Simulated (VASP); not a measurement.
Method: PBEsol GGA, VASP's PBE PAW potentials (set 64) (plane waves; VASP).

A VASP calculation is set up with these files.

### INCAR
```
SYSTEM = HgMg3Te4
PREC = Accurate
ENCUT = 400
EDIFF = 1E-6
NELM = 100
ALGO = Normal
LREAL = .FALSE.
LASPH = .TRUE.
ISMEAR = 0
SIGMA = 0.05
GGA = PS
LMAXMIX = 6
LWAVE = .FALSE.
LCHARG = .FALSE.
IBRION = 2
ISIF = 3
NSW = 60
EDIFFG = -0.02
```

### POSCAR
```
HgMg3Te4
1
    0.0000000000     3.2376451111     3.2376451111
    3.2376451111    -0.0000000000     3.2376451111
   12.9274218249    12.9274218249     0.0231586196
Mg Te Hg
3 4 1
Direct
  0.9984165121   0.9984165121   0.0011876159
  0.9999116711   0.9999116711   0.2500662467
  0.9993206317   0.9993206317   0.5005095262
  0.2504794215   0.2504794215   0.0621404339
  0.2501024539   0.2501024539   0.3124231596
  0.2534005402   0.2534005402   0.5599495948
  0.2473143244   0.2473143244   0.8145142567
  0.0010544452   0.0010544452   0.7492091661
```

### KPOINTS
```
K-points
0
gamma
 6 6 2
```

POTCAR, in this order: Mg Te Hg (PBE.64 set). Program: vasp_std.

Unless said otherwise, spin-orbit coupling is left out, though it shifts the bands of the heavy elements here.

Problem. Predict the energy per atom (σ→0), volume per atom, band gap (on the k-mesh).

Solution. 
energy per atom (σ→0): -3.125 eV/atom
band gap (on the k-mesh): 0.68 eV
volume per atom: 33.71 Å³/atom

### OSZICAR
```
...
   5 F= -.24998081E+02 E0= -.24998081E+02  d E =-.400251E-03
       N       E                     dE             d eps       ncg     rms          rms(c)
DAV:   1    -0.249982396992E+02   -0.15917E-03   -0.83343E-03  1150   0.482E-01    0.601E-02
DAV:   2    -0.249982094935E+02    0.30206E-04   -0.45078E-04  1410   0.139E-01    0.299E-02
DAV:   3    -0.249981999432E+02    0.95503E-05   -0.23618E-05  1436   0.274E-02    0.244E-02
DAV:   4    -0.249981948536E+02    0.50896E-05   -0.64256E-06  1438   0.121E-02    0.724E-03
DAV:   5    -0.249981938635E+02    0.99015E-06   -0.22995E-06   918   0.965E-03
   6 F= -.24998194E+02 E0= -.24998194E+02  d E =-.113311E-03
```

The structure was generated: HgMg3Te4 was put into an ordered model structure (R3m), which need not be its known phase. This run relaxes it. Symmetry was kept, so distortions that lower it aren't found. The start is the result of an earlier pass.
